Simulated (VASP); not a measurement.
The input files of a VASP run:

**KPOINTS**
```
Automatic mesh
0
Gamma
5 5 6
0 0 0
```

**INCAR**
```
SYSTEM=SrVO3
PREC=Accurate; ENCUT=520; LREAL=F
LASPH=T
EDIFF=1E-7; NELM=100; ALGO=Normal
LMAXMIX=4
ISMEAR=-5
GGA=PS
ISIF=2
LWAVE=F; LCHARG=T; LORBIT=11
NEDOS=601
LEFG=T
```

### POSCAR
```
SrVO3
1
    5.5303851067     0.0000000000     0.0000000000
   -2.7651925533     4.7894541597    -0.0000000000
    0.0000000000    -0.0000000000     4.5758440474
Sr V O
2 2 6
Direct
  0.3333330000   0.6666670000   0.7500000000
  0.6666670000   0.3333330000   0.2500000000
  0.0000000000   0.0000000000   0.0000000000
  0.0000000000   0.0000000000   0.5000000000
  0.1611930345   0.3223860688   0.2500000000
  0.6776139311   0.8388069655   0.2500000000
  0.1611930345   0.8388069655   0.2500000000
  0.8388069655   0.6776139312   0.7500000000
  0.3223860689   0.1611930345   0.7500000000
  0.8388069655   0.1611930345   0.7500000000
```

POTCAR, in this order: Sr_sv V_sv O (PBE.64 set). Program: vasp_std.

Problem. Write an equivalent input for Quantum ESPRESSO's pw.x.

Solution. One equivalent input (not run):
```
&CONTROL
  calculation = 'scf'
  pseudo_dir = './pseudo'
  outdir = './out'
  tprnfor = .true.
  tstress = .true.
/
&SYSTEM
  ibrav = 0
  nat = 10
  ntyp = 3
  ecutwfc = 84
  occupations = 'tetrahedra'
  input_dft = 'pbesol'
/
&ELECTRONS
  conv_thr = 7.3e-09
  electron_maxstep = 100
/
ATOMIC_SPECIES
  Sr 87.620 Sr.upf
  V 50.941 V.upf
  O 15.999 O.upf
CELL_PARAMETERS angstrom
     5.5303851    0.0000000    0.0000000
    -2.7651926    4.7894542   -0.0000000
     0.0000000   -0.0000000    4.5758440
ATOMIC_POSITIONS crystal
  Sr   0.3333330  0.6666670  0.7500000
  Sr   0.6666670  0.3333330  0.2500000
  V    0.0000000  0.0000000  0.0000000
  V    0.0000000  0.0000000  0.5000000
  O    0.1611930  0.3223861  0.2500000
  O    0.6776139  0.8388070  0.2500000
  O    0.1611930  0.8388070  0.2500000
  O    0.8388070  0.6776139  0.7500000
  O    0.3223861  0.1611930  0.7500000
  O    0.8388070  0.1611930  0.7500000
K_POINTS automatic
  5 5 6 0 0 0
```
What does not carry over: the potentials are each code's own (VASP's PAW set, PseudoDojo norm-conserving files in pw.x), so ENCUT and ecutwfc are chosen apart and not converted; conv_thr bounds pw.x's estimated SCF error, while EDIFF bounds the energy change between steps; the field gradients of LEFG aren't asked of the other code.

The structure was generated: SrVO3 was put into the 2H-BaNiO3 type (P6_3/mmc), which need not be its known phase. It was relaxed first, which changed the volume by -9 %.
